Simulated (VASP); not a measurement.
# MoPt in VASP: reference runs

How does MoPt come out in PBE? The cell is run as given.

All numbers are computed with VASP 6.6.1; they aren't measurements. Logs are shortened: lines on timing, memory, paths and dates and some standing lists are left out, and cuts for length are marked.

## 1. Starting point

The cell holds a sheet with vacuum, 2 atoms: a = 3.551 Å, b = 3.551 Å, c = 23.800 Å, α = 90.00°, β = 90.00°, γ = 90.00°.

The cell was built by a generator and needn't be a form met in nature.

## 2. Single point, PBE

File INCAR:

```
SYSTEM = MoPt
  ALGO = Normal
  DIPOL = 0.5 0.5 0.294
  EDIFF = 1E-7
  ENCUT = 520
  GGA = PE
  IDIPOL = 3
  ISIF = 2
  ISMEAR = -1
  LASPH = .TRUE.
  LCHARG = .FALSE.
  LDIPOL = .TRUE.
  LREAL = .FALSE.
  LWAVE = .FALSE.
  NBANDS = 19
  NELM = 80
  PREC = Accurate
  SIGMA = 0.05
```

File KPOINTS:

```
k-points
0
G
  8 8 1
  0 0 0
```

File POSCAR:

```
MoPt
1.0
    3.5513000000      0.0000000000      0.0000000000
    0.0000000000      3.5513000000      0.0000000000
    0.0000000000      0.0000000000     23.8000000000
Mo Pt
1 1
Direct
    0.5000000000      0.5000000000      0.2941200000
    0.0000000000      0.0000000000      0.2941200000
```

Potentials or basis: VASP PAW PBE potentials, release 64 (Mo_sv, Pt).

On the command line:

```console
cat potpaw_PBE.64/Mo_sv/POTCAR potpaw_PBE.64/Pt/POTCAR > POTCAR
mpirun -np 1 vasp_std > vasp.out
```

OUTCAR:

```text
SYSTEM = MoPt
   EDIFF = 1E-7
   ENCUT = 520
   GGA = PE
   ISIF = 2
   ISMEAR = -1
   LASPH = .TRUE.
   LREAL = .FALSE.
   NELM = 80
   PREC = Accurate

 ion  position               nearest neighbor table
   1  0.500  0.500  0.294-   2 2.51   2 2.51   2 2.51   2 2.51
   2  0.000  0.000  0.294-   1 2.51   1 2.51   1 2.51   1 2.51

  LATTYP: Found a simple tetragonal cell.
 ALAT       =     3.5513000000
 C/A-ratio  =     6.7017711824

  Lattice vectors:

 A1 = (   3.5513000000,   0.0000000000,   0.0000000000)
 A2 = (   0.0000000000,   3.5513000000,   0.0000000000)
 A3 = (   0.0000000000,   0.0000000000,  23.8000000000)

Analysis of symmetry for initial positions (statically):
=====================================================================
 Subroutine PRICEL returns:
 Original cell was already a primitive cell.

 Routine SETGRP: Setting up the symmetry group for a
 simple tetragonal supercell.

 Subroutine GETGRP returns: Found 16 space group operations
 (whereof  8 operations were pure point group operations)
 out of a pool of 16 trial point group operations.

The static configuration has the point symmetry C_4v.
 The point group associated with its full space group is D_4h.

Analysis of symmetry for dynamics (positions and initial velocities):
=====================================================================
 Subroutine PRICEL returns:
 Original cell was already a primitive cell.

 Routine SETGRP: Setting up the symmetry group for a
 simple tetragonal supercell.

 Subroutine GETGRP returns: Found 16 space group operations
 (whereof  8 operations were pure point group operations)
 out of a pool of 16 trial point group operations.

The dynamic configuration has the point symmetry C_4v.
 The point group associated with its full space group is D_4h.

 Subroutine INISYM returns: Found 16 space group operations
 (whereof  8 operations are pure point group operations),
 and found     1 'primitive' translations

----------------------------------------------------------------------------------------

                                     Primitive cell

  volume of cell :     300.1592

  direct lattice vectors                    reciprocal lattice vectors
     3.551300000  0.000000000  0.000000000     0.281587024  0.000000000  0.000000000
     0.000000000  3.551300000  0.000000000     0.000000000  0.281587024  0.000000000
     0.000000000  0.000000000 23.800000000     0.000000000  0.000000000  0.042016807

  length of vectors
[... 76 lines left out ...]
   IBRION =     -1    ionic relax: 0-MD 1-quasi-New 2-CG
   NFREE  =      0    steps in history (QN), initial steepest desc. (CG)
   ISIF   =      2    stress and relaxation
   ISYM   =      2    0-nonsym 1-usesym 2-fastsym
   POTIM  = 0.5000    time-step for ionic-motion
   TEBEG  =    0.0;   TEEND  =   0.0 temperature during run
   PSTRESS=    0.0 pullay stress
   NELECT =      24.0000    total number of electrons
   NUPDOWN=      -1.0000    fix difference up-down
   EMIN   =  10.00;   EMAX   =-10.00  energy-range for DOS
   EFERMI =   0.00;   METHOD = LEGACY
   ISMEAR =    -1;   SIGMA  =   0.05  broadening in eV -4-tet -1-fermi 0-gaus
   EFERMI_NEDOS =   21; number of points for ismear=-14 and -15
   IALGO  =     38    algorithm
   IMIX   =      4    mixing-type and parameters
     AMIX     =   0.40;   BMIX     =  1.00
     AMIX_MAG =   1.60;   BMIX_MAG =  1.00
  volume/ion in A,a.u.               =     150.08      1012.79
  Fermi-wavevector in a.u.,A,eV,Ry     =   0.705280  1.332785  6.767802  0.497419
  Thomas-Fermi vector in A             =   1.790748
   LORBIT       =      0    0 simple, 1 ext, 2 COOP (PROOUT), +10 PAW based schemes
   GGA     = PE    functional components
   LHFCALC =     F    Hartree Fock is set to
   AEXX    =    0.0000 exact exchange contribution
   IVDW    =     0    specifies the selected vdW correction
   LEPSILON=     F    determine dielectric tensor
   LRPA    =     F    only Hartree local field effects (RPA)
 non-spin polarized calculation
  energy-cutoff  :      520.00
  volume of cell :      300.16
 maximum number of plane-waves:      8125
 NGX is ok and might be reduce to    28
   NGX = 13   NGY = 13   NGZ = 89

 dipolmoment           0.000000      0.000000     -0.000052 electrons x Angstroem

 number of electron      24.0000004 magnetization

 dipolmoment           0.000000      0.000000      0.000000 electrons x Angstroem

 Free energy of the ion-electron system (eV)
  ---------------------------------------------------
  ext. energy  EPLUGINS =         0.00000000
  ---------------------------------------------------
  free energy    TOTEN  =       -13.22932008 eV

  energy without entropy =      -13.18198262  energy(sigma->0) =      -13.20565135

 E-fermi :  -3.1859     XC(G=0):  -2.1642

 val. band max:       -3.2142480146   @ k =   0.5000   0.0000   0.0000
 cond. band min:      -3.1752611900   @ k =   0.5000   0.2500   0.0000
 fundamental gap:      0.0389868246
 Fermi energy:        -3.1859115620

 k-point     1 :       0.0000    0.0000    0.0000
  band No.  band energies     occupation
      1     -64.5702      2.00000
      2     -38.6423      2.00000
      3     -38.6423      2.00000
      4     -38.6352      2.00000
      5     -10.0508      2.00000
      6      -9.6124      2.00000
[... 307 lines left out ...]
      6      -8.2813      2.00000
[... 11 lines left out ...]
     18       3.6165      0.00000
     19       4.3109      0.00000

------------------------ aborting loop because EDIFF is reached ----------------------------------------

 vacuum level on the upper side and lower side of the slab       (xc-potential included)        -0.042        -0.042

  FORCE on cell =-STRESS in cart. coord.  units (eV):
  Direction    XX          YY          ZZ          XY          YZ          ZX
  --------------------------------------------------------------------------------------
  -------------------------------------------------------------------------------------
  Total       -0.7245207     -0.7245207     -0.0184178      0.0000000      0.0000000      0.0000000
  in kB       -3.8673163     -3.8673163     -0.0983099      0.0000000      0.0000000      0.0000000
  external PRESSURE =      -2.6109808 kB  Pullay stress =       0.0000000 kB

 VOLUME and BASIS-vectors are now :
 -----------------------------------------------------------------------------
  energy-cutoff  :      520.00
  volume of cell :      300.16
      direct lattice vectors                 reciprocal lattice vectors
     3.551300000  0.000000000  0.000000000     0.281587024  0.000000000  0.000000000
     0.000000000  3.551300000  0.000000000     0.000000000  0.281587024  0.000000000
     0.000000000  0.000000000 23.800000000     0.000000000  0.000000000  0.042016807

 POSITION                                       TOTAL-FORCE (eV/Angst)
 -----------------------------------------------------------------------------------
      1.77565      1.77565      7.00006        -0.000000      0.000000      0.000000
      0.00000      0.00000      7.00006         0.000000      0.000000     -0.000000
 -----------------------------------------------------------------------------------
    total drift:                                0.000000      0.000000      0.000034

  FREE ENERGIE OF THE ION-ELECTRON SYSTEM (eV)
  ---------------------------------------------------
  free  energy   TOTEN  =       -13.2293200822 eV

  energy  without entropy=      -13.1819826160  energy(sigma->0) =      -13.20565135

 vacuum level on the upper side and lower side of the slab         1.775         1.774
```

Run time: 4 min. Hardware: 1 thread of Intel Xeon Platinum 8488C (Sapphire Rapids), shared host; peak memory 0.41 GiB.

Results:

| Quantity | Value |
| --- | --- |
| Free energy | -13.2293 eV |
| Band gap on the k mesh | none (metal or under the smearing width) |

Spin-orbit coupling is left out, which matters for the levels of Pt.
